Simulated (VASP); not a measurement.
```xyz
1
Lattice="-1.5050 1.5050 2.4800 1.5050 -1.5050 2.4800 1.5050 1.5050 -2.4800" Properties=species:S:1:pos:R:3 pbc="T T T"
Sb     0.0000     0.0000     0.0000
```

Computed with r2SCAN+rVV10, VASP's PBE PAW potentials (set 64) (plane waves; VASP). Run with 400 eV cut-off, 15×15×15 Γ-centred mesh, first-order Methfessel-Paxton smearing of 0.10 eV, potentials Sb.

Energy and stress use the plane-wave basis of the starting cell.

### Question
The ions, cell shape and volume are relaxed. Predict the relaxed structure.

### Answer

```xyz
1
Lattice="-1.5438 1.5438 2.9136 1.5438 -1.5438 2.9136 1.5438 1.5438 -2.9136" Properties=species:S:1:pos:R:3 pbc="T T T"
Sb     0.0000     0.0000     0.0000
```
Space group I4/mmm (139), at a tolerance of 0.03 Å.

### Question
How do energy and volume change from the first to the last step?

### Answer
The energy (σ→0) changes by -232.8 meV/atom and the volume by +23.6 %, in 25 ionic steps.

The structure comes from a measured Sb entry (I4/mmm) of the Crystallography Open Database, whose conditions weren't checked. This run relaxes it. Symmetry was kept, so distortions that lower it aren't found.
